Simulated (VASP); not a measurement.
A convergence study with VASP on SrO (rock salt): one setting is varied, all else stays as given below, so the limit is that of these other settings. ε∞ is the independent-particle value.

```
SrO
1.0
    0.00000     2.58000     2.58000
    2.58000     0.00000     2.58000
    2.58000     2.58000     0.00000
Sr O
1 1
Direct
  0.00000   0.00000   0.00000
  0.50000   0.50000   0.50000
```

These are PBE GGA, VASP's PBE PAW potentials (set 64) (plane waves; VASP) values and carry that method's errors. The tightest run used: 700 eV cut-off, 8×8×8 Γ-centred mesh, Gaussian smearing of 0.050 eV, potentials Sr_sv O.

The reference is NBANDS = 136, which took about 2 core-minutes. Times come from single runs on busy shared machines, so they are rough: good to a factor of about 2.

Problem. Of the settings NBANDS = 9; NBANDS = 10; NBANDS = 12; NBANDS = 16; NBANDS = 24; NBANDS = 40; NBANDS = 72; NBANDS = 136, which is the lowest that keeps the difference from the reference in mean ε∞ within 0.05 from there on, and what does it cost?

Solution. NBANDS = 24; its cost over the reference is about 1/7.
```tsv
setting	difference in mean ε∞	cost over the reference
NBANDS = 9	2.05	about 1/10
NBANDS = 10	1.38	about 1/20
NBANDS = 12	0.77	about 1/9
NBANDS = 16	0.17	about 1/7
NBANDS = 24	0.04	about 1/7
NBANDS = 40	0.01	about 1/4
NBANDS = 72	0.00	about 1/3
NBANDS = 136	0.00	reference
```

Left out are rungs that failed or repeat a setting and relaxations that didn't move; long series are thinned to 24 rows.

The compound is SrO in the rock salt structure. The cell was not relaxed at this level.
